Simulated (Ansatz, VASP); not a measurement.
This is a calculation of HfGe for VASP 6.6.1.

File INCAR:

```
SYSTEM = HfGe
ALGO = Normal
EDIFF = 1E-7
ENCUT = 520
GGA = PE
ISIF = 2
ISMEAR = -1
LASPH = .TRUE.
LCHARG = .FALSE.
LREAL = .FALSE.
LWAVE = .FALSE.
NELM = 100
PREC = Accurate
SIGMA = 0.05
```

File KPOINTS:

```
k-points
0
G
  8 8 7
  0 0 0
```

Contents of POSCAR:

```
HfGe
1.0
    3.3484526400      0.0000000000      0.0000000000
    0.0000000000      3.3484526400      0.0000000000
    0.0000000000      0.0000000000      4.1084277000
Hf Ge
1 1
Direct
    0.5000000000      0.5000000000      0.0000000000
    0.0000000000      0.0000000000      0.0000000000
```

Potentials or basis: VASP PAW PBE potentials, release 64 (Hf_pv, Ge_d).

Command:

```bash
$ cat potpaw_PBE.64/Hf_pv/POTCAR potpaw_PBE.64/Ge_d/POTCAR > POTCAR
$ mpirun -np 1 vasp_std > vasp.out
```

**Question.** Translate it to Ansatz 0.2.0. Potentials there: Ansatz PAW.

**Answer.** As run (the cutoff follows the program's own potentials):

The input input.yaml:

```yaml
crystal:
  lattice:
    - [3.34845264, 0.0, 0.0]
    - [0.0, 3.34845264, 0.0]
    - [0.0, 0.0, 4.1084277]
  atoms:
    - { symbol: Hf, position: [0.5, 0.5, 0.0] }
    - { symbol: Ge, position: [0.0, 0.0, 0.0] }
hamiltonian:
  xc: pbe
  pseudopotentials: { kind: paw }
kpoints:
  mp_grid: { grid: [8, 8, 7] }
scf:
  occupations: { method: fermi_dirac, width: 0.05 }
output:
  forces: true
  stress: true
  eigenvalues: true
```

Potentials or basis: Ansatz PAW.

Run with:

```console
$ ansatz run input.yaml --threads 2 --pin off --max-ram 5632MiB --backend cpu --events-out ev --progress --plain --runs-dir out
```

Both were run:

|  | VASP | Ansatz | Ansatz less VASP |
| --- | --- | --- | --- |
| gap on the k mesh at the Fermi level (eV) | none | none | - |
| pressure (GPa) | 37.2 | 37.3 | +0.06 |
| largest component of the traceless stress (GPa) | 38.89 | 38.99 | +0.096 |

A gap of «none» marks a metal or a gap that the smearing closes. The two sets of potentials don't hold the same shells in valence.

Spin-orbit coupling is left out, which matters for the levels of Hf.
